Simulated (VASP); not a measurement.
Calculation: PBEsol GGA, VASP's PBE PAW potentials (set 64) (plane waves; VASP).

VASP input:

### KPOINTS
```
Automatic mesh
0
Gamma
  4 10 1
```

### POSCAR
```
Pt(211) slab
1.0
  6.7815557736   0.0000000000   0.0000000000
  0.0000000000   2.7685590360   0.0000000000
  0.0000000000   0.0000000000  24.5727107349
Pt
12
Cart
  4.6273286918   0.6921397590   8.0805700618
  0.0586372822   2.0764192770   8.6781542295
  2.2518530254   0.6921397590   9.3330387592
  4.4747999664   2.0764192770  10.3656914667
  0.0030620420   0.6921397590  11.0871853367
  2.2421806498   2.0764192770  11.8438893949
  4.5393751238   0.6921397590  12.7288213400
  6.7784937316   2.0764192770  13.4855253982
  2.3067558072   0.6921397590  14.2070192682
  4.5297027482   2.0764192770  15.2396719757
  6.7229184914   0.6921397590  15.8945565054
  2.1542270818   2.0764192770  16.4921406731
```

INCAR:
```
LORBIT = 11   # lm-projected
LVHAR = .TRUE.
SIGMA = 0.1
NELM = 100   # most electronic steps
GGA = PS   # PBEsol
EDIFF = 1E-6
LASPH = .TRUE.   # aspherical one-centre terms
SYSTEM = Pt(211) slab
PREC = Normal
IDIPOL = 3
DIPOL = 0.5 0.5 0.5
ENCUT = 400   # plane-wave cut-off (eV)
LMAXMIX = 6   # l cut-off of mixed one-centre charges
LDIPOL = .TRUE.
ALGO = Normal   # blocked Davidson
ISMEAR = 1
LWAVE = .FALSE.
NELMIN = 4
LCHARG = .FALSE.
LREAL = .FALSE.   # projection in real space or not
```

POTCAR, in this order: Pt (PBE.64 set). Program: vasp_std. Read from the step before: WAVECAR.

What VASP printed:

**OSZICAR**
```
       N       E                     dE             d eps       ncg     rms          rms(c)
DAV:   1    -0.786586695608E+02   -0.78659E+02   -0.81194E-04  2816   0.144E-01    0.170E-01
DAV:   2    -0.786616982758E+02   -0.30287E-02   -0.16644E-02  2856   0.619E-01    0.675E-01
DAV:   3    -0.786584762260E+02    0.32220E-02   -0.10444E-02  2976   0.493E-01    0.102E-01
DAV:   4    -0.786584366622E+02    0.39564E-04   -0.40805E-04  2872   0.992E-02    0.257E-02
DAV:   5    -0.786584357847E+02    0.87746E-06   -0.37492E-05  3120   0.293E-02    0.120E-02
DAV:   6    -0.786584358740E+02   -0.89312E-07   -0.23101E-06  1720   0.831E-03
   1 F= -.78658436E+02 E0= -.78657884E+02  d E =-.165511E-02
```

**OUTCAR**
```
------------------------ aborting loop because EDIFF is reached ----------------------------------------
  FORCE on cell =-STRESS in cart. coord.  units (eV):
  Direction    XX          YY          ZZ          XY          YZ          ZX
  --------------------------------------------------------------------------------------
  Total       -7.9202673    -11.7145038     -0.4228061      0.0000000      0.0000000     -1.2982388
  in kB      -27.5051631    -40.6816243     -1.4683029      0.0000000      0.0000000     -4.5084679
  external PRESSURE =     -23.2183634 kB  Pullay stress =       0.0000000 kB
  volume of cell :      461.36
      direct lattice vectors                 reciprocal lattice vectors
     6.781555774  0.000000000  0.000000000     0.147458789  0.000000000  0.000000000
     0.000000000  2.768559036  0.000000000     0.000000000  0.361198727  0.000000000
     0.000000000  0.000000000 24.572710735     0.000000000  0.000000000  0.040695551
 POSITION                                       TOTAL-FORCE (eV/Angst)
 -----------------------------------------------------------------------------------
      4.62733      0.69214      8.08057         0.092318     -0.000000      0.016711
      0.05864      2.07642      8.67815        -0.003902     -0.000000      0.000253
      2.25185      0.69214      9.33304         0.054553     -0.000000      0.012424
      4.47480      2.07642     10.36569         0.033763     -0.000000      0.006230
      0.00306      0.69214     11.08719         0.026802     -0.000000     -0.014371
      2.24218      2.07642     11.84389         0.038618     -0.000000      0.069261
      4.53938      0.69214     12.72882        -0.038618     -0.000000     -0.069261
      6.77849      2.07642     13.48553        -0.026802     -0.000000      0.014371
      2.30676      0.69214     14.20702        -0.033763     -0.000000     -0.006230
      4.52970      2.07642     15.23967        -0.054553      0.000000     -0.012424
      6.72292      0.69214     15.89456         0.003902     -0.000000     -0.000253
      2.15423      2.07642     16.49214        -0.092318      0.000000     -0.016711
 -----------------------------------------------------------------------------------
    total drift:                                0.000000      0.000000     -0.000000
  FREE ENERGIE OF THE ION-ELECTRON SYSTEM (eV)
  ---------------------------------------------------
  free  energy   TOTEN  =       -78.6584358740 eV

  energy  without entropy=      -78.6567807612  energy(sigma->0) =      -78.65788417

 total charge

# of ion       s       p       d       tot
------------------------------------------
    1        0.653   0.432   8.048   9.133
    2        0.652   0.516   8.003   9.171
    3        0.643   0.524   8.001   9.168
    4        0.640   0.626   8.037   9.303
    5        0.627   0.598   8.041   9.266
    6        0.631   0.606   8.037   9.274
    7        0.631   0.606   8.037   9.274
    8        0.627   0.598   8.041   9.266
    9        0.640   0.626   8.037   9.303
   10        0.643   0.524   8.001   9.168
   11        0.652   0.516   8.003   9.171
   12        0.653   0.432   8.048   9.133
--------------------------------------------------
tot          7.691   6.605  96.334 110.631
```
(Selected blocks of OUTCAR.)

The run did not end as a converged relaxation.

The cell is a thin slab with vacuum, built from Pt (fcc): (211) face.
